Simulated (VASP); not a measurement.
Input:

```xyz
8
Lattice="5.2634 0.0000 0.0000 0.0000 3.7115 0.0000 -1.2077 0.0000 9.2704" Properties=species:S:1:pos:R:3 pbc="T T T"
Zr     0.7116     2.7836     6.0424
Zr     3.3441     0.9279     3.2280
S      4.3891     2.7836     1.6308
S     -0.3334     0.9279     7.6396
S      0.7119     0.9279     4.1458
S      3.3438     2.7836     5.1246
S      1.7598     0.9279     7.6370
S      2.2959     2.7836     1.6334
```

Calculation: LDA (Ceperley-Alder, Perdew-Zunger), VASP's LDA PAW potentials (set 64) (plane waves; VASP). Numerical set-up: 300 eV cut-off, 4×5×2 Γ-centred mesh, Gaussian smearing of 0.010 eV, potentials Zr_sv S.

At this cut-off the stress carries a Pulay error, which pulls relaxed volumes low.

Problem. Which forces act on the atoms, in eV/Å?

Solution. 
```json
[
 {"atom": "Zr1", "Fx": "-0.002", "Fy": "0.000", "Fz": "0.016"},
 {"atom": "Zr2", "Fx": "0.002", "Fy": "0.000", "Fz": "-0.016"},
 {"atom": "S3", "Fx": "-0.572", "Fy": "0.000", "Fz": "0.555"},
 {"atom": "S4", "Fx": "0.572", "Fy": "0.000", "Fz": "-0.555"},
 {"atom": "S5", "Fx": "0.000", "Fy": "0.000", "Fz": "0.325"},
 {"atom": "S6", "Fx": "0.000", "Fy": "0.000", "Fz": "-0.325"},
 {"atom": "S7", "Fx": "-0.570", "Fy": "0.000", "Fz": "-0.526"},
 {"atom": "S8", "Fx": "0.570", "Fy": "0.000", "Fz": "0.526"}
]
```

Problem. Give the stress tensor in GPa (positive for a compressed cell).

Solution. 
```
-8.80   0.00   0.02
 0.00  -8.93   0.00
 0.02   0.00  -7.81
```
The pressure is its mean diagonal, -8.51 GPa.

The structure comes from a computed database's ZrS3 entry; how it stands against other phases isn't given here. The cell was not relaxed at this level.
